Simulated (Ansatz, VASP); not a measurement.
One calculation of Hf2Pd2Se2Br2O3, two programs

```xyz
11
Lattice="3.7011 0.0000 0.0000 -1.8506 3.2053 0.0000 0.0000 0.0000 16.8945" Properties=species:S:1:pos:R:3 pbc="T T T"
Hf    1.8506    1.0684   15.7769
Hf    0.0000    2.1369    1.1176
Pd    0.0000    0.0000    5.1187
Pd    0.0000    0.0000   11.7758
Se    0.0000    2.1369    3.8264
Se    1.8506    1.0684   13.0681
Br    1.8506    1.0684    6.7345
Br    0.0000    2.1369   10.1600
O     0.0000    2.1369   15.6594
O     1.8506    1.0684    1.2352
O     0.0000    0.0000    0.0000
```

Change from the starting cell: volume scaled by 0.98.

Alike in both runs: task single point; functional PBE; k mesh 8 × 8 × 2; occupations fermi-dirac, width 0.05 eV; no spin polarisation.

|  | VASP | Ansatz |
| --- | --- | --- |
| version | VASP 6.6.1 | Ansatz 0.2.0 |
| potentials or method | VASP PAW PBE potentials, release 64 (Hf_pv, Pd, Se, Br, O) | Ansatz PAW |
| plane-wave cutoff (eV) | 520 | 420 |
| valence electrons in the cell | 84 | 152 |

Ansatz gave:

```
gap on the k mesh at the Fermi level (eV)       : none
pressure (GPa)                                  : 2.3
largest component of the traceless stress (GPa) : 0.23
rms of the force components (eV/Å)              : 0.057
```

Q: Which values does VASP return?

A: gap on the k mesh at the Fermi level (eV): none; pressure (GPa): 1.5; largest component of the traceless stress (GPa): 0.02; rms of the force components (eV/Å): 0.060.

Atom by atom the forces differ by 0.041 eV/Å (rms over components). A gap of «none» marks a metal or a gap that the smearing closes. The two sets of potentials don't hold the same shells in valence.

Caveats: this functional lacks dispersion, which binds the layers, so the pressure and a relaxed spacing across them are unreliable. The runs have no spin-orbit coupling, so splittings on Hf are missing.
